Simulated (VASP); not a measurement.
Na3Sc:

```xyz
4
Lattice="0.0000 3.3965 3.3965 3.3965 0.0000 3.3965 3.3965 3.3965 0.0000" Properties=species:S:1:pos:R:3 pbc="T T T"
Na    1.6983    1.6983    1.6983
Na    5.0948    5.0948    5.0948
Na    3.3965    3.3965    3.3965
Sc    0.0000    0.0000    0.0000
```

The cell was built by a generator and needn't be a form met in nature.

| Item | Value |
| --- | --- |
| Program | VASP 6.6.1 |
| Task | relaxation of cell and atoms |
| Functional | PBE |
| Potentials or basis | VASP PAW PBE potentials, release 64 (Na_pv, Sc_sv) |
| Cutoff | 600 eV |
| k mesh | 7 × 7 × 7 |
| Occupations | methfessel-paxton, width 0.2 eV |
| Spin | no spin polarisation |

At the start: pressure 17.4 GPa; volume 19.59 Å³/atom.

Question: How do energy, volume and symmetry change on relaxing?

Answer: Over 5 steps the energy falls by 457.5 meV/atom and the volume is 31.96 Å³/atom (+63.1 %); space group Fm-3m (No. 225, to 0.05 Å).

Step by step:
```
step  energy change (eV)  largest force (eV/Å)  pressure (GPa)  volume (Å³)
   1              0.0000                0.0000           17.41        78.37
   2             -1.5816                0.0000            4.08       105.07
   3             -1.8004                0.0000            1.13       119.11
   4             -1.8288                0.0000            0.22       125.90
   5             -1.8301                0.0000           -0.01       127.82
```

Final structure:
```
Na Sc
1.0
     0.00000    3.99817    3.99817
     3.99817    0.00000    3.99817
     3.99817    3.99817    0.00000
Na Sc
3 1
Direct
  0.25000 0.25000 0.25000
  0.75000 0.75000 0.75000
  0.50000 0.50000 0.50000
  0.00000 0.00000 0.00000
```

Caveat: the volume moved by over 15 % at a fixed basis, so the end points are rough.
